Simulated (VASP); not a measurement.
An input for Quantum ESPRESSO's pw.x (written as the equivalent of a VASP run, and not itself run):

```
&CONTROL
  calculation = 'scf'
  pseudo_dir = './pseudo'
  outdir = './out'
  tprnfor = .true.
  tstress = .true.
/
&SYSTEM
  ibrav = 0
  nat = 3
  ntyp = 2
  ecutwfc = 84
  occupations = 'smearing'
  smearing = 'fermi-dirac'
  degauss = 0.00147
  input_dft = 'pbesol'
/
&ELECTRONS
  conv_thr = 7.3e-08
  electron_maxstep = 100
/
ATOMIC_SPECIES
  Ba 137.327 Ba.upf
  O 15.999 O.upf
CELL_PARAMETERS angstrom
    -1.9153590    1.9153590    3.4425470
     1.9153590   -1.9153590    3.4425470
     1.9153590    1.9153590   -3.4425470
ATOMIC_POSITIONS crystal
  Ba   0.0141560  0.0119880  0.0153170
  O    0.3965000  0.3805070 -0.0018260
  O    0.5893450  0.6075050 -0.0134910
K_POINTS automatic
  12 12 12 0 0 0
```

### Question
Translate this input to VASP (INCAR, KPOINTS, POSCAR, choice of POTCAR).

### Answer
This is not unique; one that fits is 
### KPOINTS
```
Automatic mesh
0
Gamma
12 12 12
0 0 0
```

### POSCAR
```
BaO2
1
   -1.9153590000     1.9153590000     3.4425470000
    1.9153590000    -1.9153590000     3.4425470000
    1.9153590000     1.9153590000    -3.4425470000
Ba O
1 2
Direct
  0.0141560000   0.0119880000   0.0153170000
  0.3965000000   0.3805070000  -0.0018260000
  0.5893450000   0.6075050000  -0.0134910000
```

### INCAR
```
ALGO = Normal
EDIFF = 1E-6
ENCUT = 400
GGA = PS
ISIF = 2
ISMEAR = -1
LASPH = .True.
LCHARG = .False.
LMAXMIX = 4
LREAL = .False.
LWAVE = .False.
NELM = 100
PREC = Accurate
SIGMA = 0.02
SYSTEM = BaO2
```

POTCAR, in this order: Ba_sv O (PBE.64 set). Program: vasp_std.

Limits of the translation: the potentials are each code's own (VASP's PAW set, PseudoDojo norm-conserving files in pw.x), so ENCUT and ecutwfc are chosen apart and not converted; conv_thr bounds pw.x's estimated SCF error, while EDIFF bounds the energy change between steps.

The structure comes from a computed database's BaO2 entry; how it stands against other phases isn't given here. The cell was not relaxed at this level, atoms are displaced from their ideal sites.
